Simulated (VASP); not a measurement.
Input:

```yaml
crystal:
  lattice:
    - [4.10305, 0.00000, -0.04124]
    - [0.00000, 3.63570, 0.00000]
    - [-0.60908, 0.00000, 5.47103]
  atoms:
    - { symbol: Bi, position: [0.01743, 0.50000, 0.02412] }
    - { symbol: Bi, position: [0.50567, 0.00000, 0.49368] }
    - { symbol: O, position: [0.50802, 0.50000, 0.21977] }
    - { symbol: O, position: [0.28740, 0.50000, 0.68240] }
    - { symbol: O, position: [0.03949, 0.00000, 0.25904] }
```

Computed with LDA (Ceperley-Alder, Perdew-Zunger), VASP's LDA PAW potentials (set 64) (plane waves; VASP). Numerical set-up: 520 eV cut-off, 6×7×5 Γ-centred mesh, tetrahedra with Blöchl corrections, potentials Bi_d O.

The cores are frozen, which limits the accuracy of field gradients.

### Question
Give the principal components of the electric field gradient (V/Å²) and the asymmetry η at each nucleus.

### Answer

```tsv
atom	Vxx	Vyy	Vzz	η
Bi1	190.1	93.3	-283.4	0.34
Bi2	256.0	10.9	-266.9	0.92
O3	-35.2	-0.2	35.4	0.99
O4	48.0	7.9	-55.9	0.72
O5	39.3	3.8	-43.1	0.82
```

The structure comes from a computed database's Bi2O3 entry (Pm); how it stands against other phases isn't given here. It was relaxed first, which changed the volume by -5 %.
